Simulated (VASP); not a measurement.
The system is WAu.

```
W Au
1.0
     0.00000    2.90921    2.90921
     2.90921    0.00000    2.90921
     2.90921    2.90921    0.00000
W Au
1 1
Direct
  0.00000 0.00000 0.00000
  0.75000 0.75000 0.75000
```

The cell was built by a generator and needn't be a form met in nature.

| Quantity | Value |
| --- | --- |
| Program | VASP 6.6.1 |
| Task | relaxation of cell and atoms |
| Functional | r2SCAN |
| Potentials or basis | VASP PAW PBE potentials, release 64 (W_sv, Au) |
| Cutoff | 600 eV |
| k mesh | 8 × 8 × 8 |
| Occupations | methfessel-paxton, width 0.1 eV |
| Spin | no spin polarisation |

At the start: pressure -2.9 GPa; volume 24.62 Å³/atom.

Q: Where does the relaxation end?

A: Over 4 steps the energy falls by 5.0 meV/atom and the volume is 24.08 Å³/atom (-2.2 %); space group F-43m (No. 216, to 0.05 Å).

Step by step:
```
step  energy change (eV)  largest force (eV/Å)  pressure (GPa)  volume (Å³)
   1              0.0000                0.0000           -2.93        49.24
   2              0.0326                0.0000            6.89        46.11
   3             -0.0100                0.0000           -0.04        48.19
   4             -0.0100                0.0000            0.01        48.17
```

Final structure:
```cif
data_structure
_symmetry_space_group_name_H-M 'P 1'
_symmetry_Int_Tables_number 1
_cell_length_a 4.0841
_cell_length_b 4.0841
_cell_length_c 4.0841
_cell_angle_alpha 60.000
_cell_angle_beta 60.000
_cell_angle_gamma 60.000
_cell_volume 48.17
loop_
_atom_site_label
_atom_site_type_symbol
_atom_site_fract_x
_atom_site_fract_y
_atom_site_fract_z
_atom_site_occupancy
W1 W 0.00000 0.00000 0.00000 1
Au1 Au 0.75000 0.75000 0.75000 1
```

Caveat: the PAW data sets were made with another functional, which shifts forces and pressure a little.
